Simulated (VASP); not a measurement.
# SnSO with PBEsol: from relaxation to properties

What structure does SnSO take at this level, and what are its properties? The steps: rough relaxation of the start cell, relaxing cell and atoms (PBEsol), single point with fields (PBEsol), band structure (PBEsol), density of states (PBEsol), optical spectrum (PBEsol), core-level energies (PBEsol) and total and projected DOS (PBEsol) with a changed input. The cell is invented: it takes the structure of a Materials Project entry for SnSeS (space group 156 there), with some of its atoms replaced by other elements, volume scaled by an estimate. It may not be a known or stable phase.

Calculated with VASP 6.6.1; PBEsol; plane waves and PAW (Sn_d, S, O); invented cell.

### Step 1. The structure

Before any relaxation, the start is as follows. It takes space group P3m1 (No. 156, trigonal). The conventional cell has a = 3.410 Å, b = 3.410 Å, c = 5.772 Å, α = 90.00°, β = 90.00°, γ = 120.00°. Nearest to Sn lie 3 S at 2.37 Å and 3 O at 2.44 Å. S has 3 Sn at 2.37 Å nearest. Nearest to O lie 3 Sn at 2.44 Å. It derives from SnSeS. It takes the structure of a Materials Project entry for SnSeS (space group 156 there), with some of its atoms replaced by other elements, volume scaled by an estimate. Farther neighbours and most contacts between anions are not listed.

As a file:

```xyz
3
Lattice="3.4104 0.0000 0.0000 -1.7052 2.9535 0.0000 0.0000 0.0000 5.7720" Properties=species:S:1:pos:R:3 pbc="T T T"
Sn    0.0000    1.9690    0.0441
S     1.7052    0.9845    1.3544
O     0.0000    0.0000    4.3735
```

### Step 2. Rough relaxation of the start cell

The start is only an estimate, so a cheap relaxation brings it near a minimum before any careful run. PBEsol restores the gradient expansion of exchange and is tuned for the cells of solids.

Input file INCAR:

```
SYSTEM = SnSO
PREC = Normal
ENCUT = 520
EDIFF = 1E-05
NELM = 60
ISMEAR = 0
SIGMA = 0.05
LREAL = .FALSE.
ALGO = Fast
GGA = PS
NBANDS = 19
LORBIT = 11
LWAVE = .FALSE.
LCHARG = .FALSE.
IBRION = 2
NSW = 40
ISIF = 3
EDIFFG = -0.04
```

Input file POSCAR:

```
SnSO
1.0
    3.4104040000      0.0000000000      0.0000000000
   -1.7052020000      2.9534970000      0.0000000000
    0.0000000000      0.0000000000      5.7720020000
Sn S O
1 1 1
Direct
    0.3333333300      0.6666666700      0.0076460600
    0.6666666700      0.3333333300      0.2346445400
    0.0000000000      0.0000000000      0.7577104000
```

Input file KPOINTS:

```
Automatic mesh
0
Gamma
6 6 3
0 0 0
```

PAW data sets: Sn_d, S and O (PBE family, release 64).

Launch:

```
> mpirun -np 1 vasp_std
```

The log of the run:

```text
[banner, memory and clock lines left out]
running    1 mpi-ranks, on    1 nodes
 distrk:  each k-point on    1 cores,    1 groups
 distr:  one band on    1 cores,    1 groups

 POSCAR found type information on POSCAR SnS O
 POSCAR found :  3 types and       3 ions
|                                                                             |
|               ----> ADVICE to this user running VASP <----                  |
|                                                                             |
|     You enforced a specific xc type in the INCAR file but a different       |
|     [... a line on the potential file left out ...]
|     I HOPE YOU KNOW WHAT YOU ARE DOING!                                     |
|                                                                             |

 LDA part: xc-table for (Slater+PW92), standard interpolation
 POSCAR, INCAR and KPOINTS ok, starting setup
 FFT: planning ... GRIDC
 FFT: planning ... GRID_SOFT
 FFT: planning ... GRID
 WAVECAR not read
 entering main loop
       N       E                     dE             d eps       ncg     rms          rms(c)
DAV:   1     0.233495410473E+03    0.23350E+03   -0.13213E+04   661   0.179E+03
DAV:   2     0.990112339884E+01   -0.22359E+03   -0.21463E+03   710   0.440E+02
DAV:   3    -0.160997719985E+02   -0.26001E+02   -0.25734E+02   746   0.135E+02
DAV:   4    -0.169726194149E+02   -0.87285E+00   -0.87144E+00   827   0.264E+01
DAV:   5    -0.169888848421E+02   -0.16265E-01   -0.16264E-01   799   0.376E+00    0.116E+01
RMM:   6    -0.155903499962E+02    0.13985E+01   -0.49744E+00   706   0.130E+01    0.861E+00
RMM:   7    -0.151101205438E+02    0.48023E+00   -0.71826E-01   716   0.531E+00    0.462E+00
RMM:   8    -0.150427995431E+02    0.67321E-01   -0.27293E-01   707   0.398E+00    0.732E-01
RMM:   9    -0.150448529712E+02   -0.20534E-02   -0.47602E-02   767   0.220E+00    0.324E-01
RMM:  10    -0.150446872761E+02    0.16570E-03   -0.86402E-03   753   0.852E-01    0.791E-02
RMM:  11    -0.150448416242E+02   -0.15435E-03   -0.26294E-03   845   0.403E-01    0.636E-02
RMM:  12    -0.150448596774E+02   -0.18053E-04   -0.27072E-04   773   0.143E-01    0.379E-02
RMM:  13    -0.150448671593E+02   -0.74819E-05   -0.58650E-05   636   0.654E-02
   1 F= -.15044867E+02 E0= -.15044867E+02  d E =-.150449E+02
 curvature:   0.00 expect dE= 0.000E+00 dE for cont linesearch  0.000E+00
 trial: gam= 0.00000 g(F)=  0.290E+01 g(S)=  0.167E+00 ort = 0.000E+00 (trialstep = 0.100E+01)
 search vector abs. value=  0.307E+01
 bond charge predicted
       N       E                     dE             d eps       ncg     rms          rms(c)
DAV:   1    -0.114154895730E+02    0.36294E+01   -0.12063E+03   694   0.505E+02    0.885E+00
RMM:   2    -0.148561951258E+02   -0.34407E+01   -0.42171E+01   665   0.619E+01    0.352E+00
RMM:   3    -0.158846896276E+02   -0.10285E+01   -0.10719E+01   751   0.297E+01    0.399E+00
RMM:   4    -0.160263784478E+02   -0.14169E+00   -0.15834E+00   835   0.128E+01    0.339E+00
RMM:   5    -0.160304916094E+02   -0.41132E-02   -0.32215E-01   765   0.546E+00    0.105E+00
RMM:   6    -0.160322285816E+02   -0.17370E-02   -0.47629E-02   828   0.212E+00    0.425E-01
RMM:   7    -0.160323104817E+02   -0.81900E-04   -0.10286E-02   841   0.799E-01    0.108E-01
RMM:   8    -0.160324349316E+02   -0.12445E-03   -0.17957E-03   847   0.333E-01    0.388E-02
RMM:   9    -0.160324790151E+02   -0.44084E-04   -0.39901E-04   782   0.142E-01    0.331E-02
RMM:  10    -0.160324825607E+02   -0.35456E-05   -0.57125E-05   582   0.562E-02
   2 F= -.16032483E+02 E0= -.16032006E+02  d E =-.987615E+00
[... from here on, the cycles between the ionic steps are left out ...]
   3 F= -.16109853E+02 E0= -.16109412E+02  d E =-.106499E+01
   4 F= -.16189895E+02 E0= -.16189584E+02  d E =-.800421E-01
   5 F= -.16271480E+02 E0= -.16271080E+02  d E =-.161627E+00
   6 F= -.16271508E+02 E0= -.16271113E+02  d E =-.161655E+00
   7 F= -.16278537E+02 E0= -.16278537E+02  d E =-.702911E-02
   8 F= -.16278550E+02 E0= -.16278550E+02  d E =-.704199E-02
   9 F= -.16279243E+02 E0= -.16279243E+02  d E =-.693181E-03
  10 F= -.16279256E+02 E0= -.16279256E+02  d E =-.705952E-03
 curvature:  -0.42 expect dE=-0.252E-03 dE for cont linesearch -0.318E-06
 trial: gam= 0.26224 g(F)=  0.390E-03 g(S)=  0.205E-03 ort = 0.409E-04 (trialstep = 0.866E+00)
 search vector abs. value=  0.770E-03
 bond charge predicted
       N       E                     dE             d eps       ncg     rms          rms(c)
DAV:   1    -0.162796635177E+02   -0.40759E-03   -0.12750E-01   815   0.311E+00    0.130E-01
RMM:   2    -0.162795455307E+02    0.11799E-03   -0.25586E-03   680   0.464E-01    0.584E-02
RMM:   3    -0.162795041994E+02    0.41331E-04   -0.42918E-04   770   0.205E-01    0.274E-02
RMM:   4    -0.162794940846E+02    0.10115E-04   -0.11809E-04   788   0.103E-01    0.124E-02
RMM:   5    -0.162794957430E+02   -0.16584E-05   -0.26288E-05   498   0.460E-02
  11 F= -.16279496E+02 E0= -.16279495E+02  d E =-.239770E-03
 trial-energy change:   -0.000240  1 .order   -0.000240   -0.000525    0.000046
 step:   0.7968(harm=  0.7968)  dis= 0.00364  next Energy=   -16.279497 (dE=-0.241E-03)
 reached required accuracy - stopping structural energy minimisation
```

Elapsed: 47 s, on 1 MPI rank of AMD EPYC 7R43, shared host; peak memory 0.11 GiB.

Lines that name or quote the potential files are left out of all logs, and their timing lines are given in words.

Parts of OUTCAR (step 2):

```text
ion  position               nearest neighbor table
   1  0.333  0.667  0.008-   2 2.37   2 2.37   2 2.37   3 2.44   3 2.44   3 2.44
   2  0.667  0.333  0.235-   1 2.37   1 2.37   1 2.37
   3  0.000  0.000  0.758-   1 2.44   1 2.44   1 2.44

  LATTYP: Found a hexagonal cell.
 ALAT       =     3.4104040000
 C/A-ratio  =     1.6924686929

 Subroutine GETGRP returns: Found  6 space group operations
 (whereof  6 operations were pure point group operations)

The static configuration has the point symmetry C_3v.

 Found     17 irreducible k-points:

   k-points           NKPTS =     17   k-points in BZ     NKDIM =     17   number of bands    NBANDS=     19

   dimension x,y,z NGX =    20 NGY =   20 NGZ =   32
   dimension x,y,z NGXF=    40 NGYF=   40 NGZF=   64

   ENCUT  =  520.0 eV  38.22 Ry    6.18 a.u.   6.34  6.34 10.73*2*pi/ulx,y,z

   NELECT =      26.0000    total number of electrons

 k-points in reciprocal lattice and weights: Automatic mesh
   0.00000000  0.00000000  0.00000000       0.009
   0.16666667  0.00000000  0.00000000       0.056
   0.33333333  0.00000000  0.00000000       0.056
   0.50000000  0.00000000  0.00000000       0.028
   0.16666667  0.16666667  0.00000000       0.056
   0.33333333  0.16666667  0.00000000       0.111
   0.33333333  0.33333333  0.00000000       0.019
   0.00000000  0.00000000  0.33333333       0.019
   0.16666667  0.00000000  0.33333333       0.056
[...]
-0.16666667  0.50000000  0.33333333       0.111
   0.33333333  0.33333333  0.33333333       0.037

 average (electrostatic) potential at core
       1-101.5382       2 -85.5085       3 -69.9356

 E-fermi :   5.1187

 k-point     1 :       0.0000    0.0000    0.0000
  band No.  band energies     occupation
    ...
      9       2.1306      2.00000
     10       2.1306      2.00000
     11       3.7844      2.00000
     12       4.9564      2.00000
     13       4.9564      2.00000
     14       5.2466      0.00030
     15       9.6317      0.00000
     16      11.8234      0.00000
     17      11.8234      0.00000
     18      15.1782      0.00000
    ...

 k-point     2 :       0.1667    0.0000    0.0000
  band No.  band energies     occupation
    ...
      9       1.1633      2.00000
     10       1.8319      2.00000
     11       3.3974      2.00000
     12       3.9397      2.00000
     13       4.7419      2.00000
     14       6.3445      0.00000
     15       9.8794      0.00000
     16      11.8566      0.00000
     17      12.4390      0.00000
     18      14.1995      0.00000
    ...

 k-point     3 :       0.3333    0.0000    0.0000
  band No.  band energies     occupation
    ...
      9       0.3671      2.00000
     10       1.2704      2.00000
     11       1.9703      2.00000
     12       3.8252      2.00000
     13       4.4258      2.00000
     14       7.2587      0.00000
     15       9.2592      0.00000
     16      11.5845      0.00000
     17      12.6092      0.00000
     18      12.9439      0.00000
    ...

  Total        0.0162209      0.0162209      0.0175843      0.0000000     -0.0000000      0.0000000
  in kB        0.4739372      0.4739374      0.5137726      0.0000000     -0.0000000      0.0000000
  external PRESSURE =       0.4872157 kB  Pullay stress =       0.0000000 kB

  energy-cutoff  :      520.00
  volume of cell :       54.84
      direct lattice vectors                 reciprocal lattice vectors
     3.425641968  0.000000000 -0.000000000     0.291916087  0.168537803  0.000000000
    -1.712820984  2.966693472  0.000000000    -0.000000000  0.337075606  0.000000000
    -0.000000000 -0.000000000  5.395742776     0.000000000 -0.000000000  0.185331296

 POSITION                                       TOTAL-FORCE (eV/Angst)
 -----------------------------------------------------------------------------------
     -0.00000      1.97780      5.20010        -0.000000     -0.000000      0.018149
      1.71282      0.98890      1.33051         0.000000      0.000000     -0.018296
     -0.00000     -0.00000      4.26089        -0.000000     -0.000000      0.000147
 -----------------------------------------------------------------------------------
    total drift:                               -0.000005      0.000019      0.007754

  FREE ENERGIE OF THE ION-ELECTRON SYSTEM (eV)
  ---------------------------------------------------
  free  energy   TOTEN  =       -16.2794957430 eV

  energy  without entropy=      -16.2794949556  energy(sigma->0) =      -16.27949535

 reached required accuracy - stopping structural energy minimisation

 total charge
# of ion       s       p       d       tot
------------------------------------------
    1        0.977   1.029  10.216  12.222
    2        1.361   2.364   0.000   3.725
    3        1.572   3.349   0.000   4.922
--------------------------------------------------
tot          3.910   6.742  10.216  20.868

[... 3 further parts left out ...]
```

The gap is read on the k-mesh alone, so it is an upper bound where the band edges lie off the mesh, and a coarse mesh can show a gap where there is none. The bonds form layers, held to each other by dispersion, which PBEsol lacks, so the spacing between them is unreliable. This relaxation is a rough one on cheap settings, only to bring the start near its minimum. The PAW data sets were made with PBE, which is usual practice but a small mismatch for other functionals. The run keeps the 6 symmetry operations of its start, so it cannot find a distortion of lower symmetry.

The steps of the relaxation:

| step | energy less that of the first step (eV) | largest force (eV/Å) | pressure (GPa) | volume (Å³) |
| --- | --- | --- | --- | --- |
| 1 | 0.0000 | 6.3208 | 1.34 | 58.14 |
| 2 | -0.9876 | 1.8630 | -8.93 | 59.44 |
| 3 | -1.0650 | 1.1851 | -7.88 | 59.14 |
| 4 | -1.1450 | 0.9289 | 7.42 | 51.78 |
| 5 | -1.2266 | 0.3139 | -0.04 | 54.64 |
| 6 | -1.2266 | 0.3005 | 0.18 | 54.56 |
| 7 | -1.2337 | 0.0844 | 0.41 | 54.64 |
| 8 | -1.2337 | 0.1103 | 0.36 | 54.65 |
| 9 | -1.2344 | 0.0623 | -0.24 | 54.94 |
| 10 | -1.2344 | 0.0728 | -0.19 | 54.91 |
| 11 | -1.2346 | 0.0183 | 0.05 | 54.84 |

```csv
"conventional cell, symmetrised",before,after,change
a (Å),3.410,3.426,+0.4 %
b (Å),3.410,3.426,+0.4 %
c (Å),5.772,5.396,-6.5 %
volume (Å³/atom),19.38,18.28,-5.7 %
```

The atoms that moved most (Å, as changes of fractional coordinates times the final cell):

```
atom     dx     dy      dz  length
 Sn1  0.000  0.000  -0.237   0.237
  O3  0.000  0.000   0.172   0.172
  S2  0.000  0.000   0.064   0.064
```

Final coordinates:

```cif
data_structure
_symmetry_space_group_name_H-M 'P 1'
_symmetry_Int_Tables_number 1
_cell_length_a 3.4256
_cell_length_b 3.4256
_cell_length_c 5.3957
_cell_angle_alpha 90.000
_cell_angle_beta 90.000
_cell_angle_gamma 120.000
_cell_volume 54.84
loop_
_atom_site_label
_atom_site_type_symbol
_atom_site_fract_x
_atom_site_fract_y
_atom_site_fract_z
_atom_site_occupancy
Sn1 Sn 0.33333 0.66667 0.96374 1
S2 S 0.66667 0.33333 0.24658 1
O3 O 0.00000 0.00000 0.78968 1
```

A gap read on the k-mesh alone can miss the band edges.

This step gave:

| Item | Value |
| --- | --- |
| electrons | 26 |
| bands | 19 |
| irreducible k-points | 17 |
| symmetry operations | 6 |
| free energy (TOTEN) | -16.28 eV |
| Fermi energy | 5.119 eV |
| pressure | 0.04872 GPa |
| metallic, judged on the points sampled | no |
| valence top at k | 0, 0, 0.3333 |
| conduction bottom at k | 0, 0, 0 |
| least direct gap at k | 0, 0, 0 |
| SCF cycles over all ionic steps | 78 |
| gap on the k-mesh | 0.2683 eV |
| least direct gap on the k-mesh | 0.2902 eV |

It ends with a largest force of 0.018 eV/Å and a pressure of 0.05 GPa.

(Continued in part 2 of 4.)

[Lines on the potential files, build, host, timing and source positions are cut from VASP's logs without a mark.]

[Logs are printed without paths, hosts, clocks, repeated set-up lines and the standing remarks that a program may print on its own settings, such as how far it seeks lower states.]

[Hosts, paths, dates, database ids (printed as entryN), source tags and the programs' standing remarks are cut or masked in the printed files.]

[A measured line is paired with the nearest computed mode of its activity, which favours agreement.]

[In band tables of VASP the shares of atoms and orbitals are scaled to a sum of 1 inside the atoms' spheres.]
